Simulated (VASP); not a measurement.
VASP runs on TiB$_{2}$ (AlB2 type) share one base input (PBE GGA, plane waves, VASP's PBE PAW potentials (set 64)) and change the settings named in each case.

File POSCAR:
```
TiB2
3.230
  0.4690402477  -0.8124015480   0.0000000000
  0.4690402477   0.8124015480   0.0000000000
  0.0000000000   0.0000000000   1.0000000000
Ti B
1 2
direct
  0.0000000000   0.0000000000   0.0000000000
  0.3333330000   0.6666670000   0.5000000000
  0.6666670000   0.3333330000   0.5000000000
```

INCAR:
```
! general
SYSTEM  = TiB2
PREC    = Accurate
ENCUT   = 520
LREAL   = .FALSE.   ! projection in real space or not
LASPH   = .TRUE.   ! aspherical one-centre terms

! electronic loop
EDIFF   = 1E-6
NELM    = 100   ! most electronic steps
ALGO    = Normal
LMAXMIX = 4   ! l cut-off of mixed one-centre charges

! smearing
ISMEAR  = 1
SIGMA   = 0.1   ! width (eV)

! functional
GGA     = PE   ! PBE

! ions
ISIF    = 2

! output
LWAVE   = .FALSE.
LCHARG  = .FALSE.
```

File KPOINTS:
```
Automatic mesh
0
Gamma
10 10 9
0 0 0
```

POTCAR, in this order: Ti_sv B (PBE.64 set). Program: vasp_std.

```csv
change,E(σ→0) (eV/atom),pressure (GPa)
base run,-8.1418,0.21
"ENCUT = 800, POTCAR Ti_sv B_h (PBE.64 set)",-8.1421,-0.04
POTCAR Ti_sv B_s (PBE.64 set),-8.1394,?
POTCAR Ti_pv B (PBE.64 set),-8.1271,0.34
POTCAR Ti B (PBE.64 set),-8.1003,?
ENCUT = 800,-8.1431,0.26
```

Q: What belongs in the gaps?

A: 
- POTCAR Ti B (PBE.64 set), pressure (GPa): 0.32
- POTCAR Ti_sv B_s (PBE.64 set), pressure (GPa): 0.41

Energies of different potentials or functionals have different zeros.

Left out are runs that ran out of time, are held back, or changed the cell or the kind of run, fixed moments of cells without a moment, rows past the twelfth, gaps on odd meshes, pressures of charged cells and columns that move by less than the noise.

The compound is TiB2 in the AlB2 type structure. The cell was not relaxed at this level.
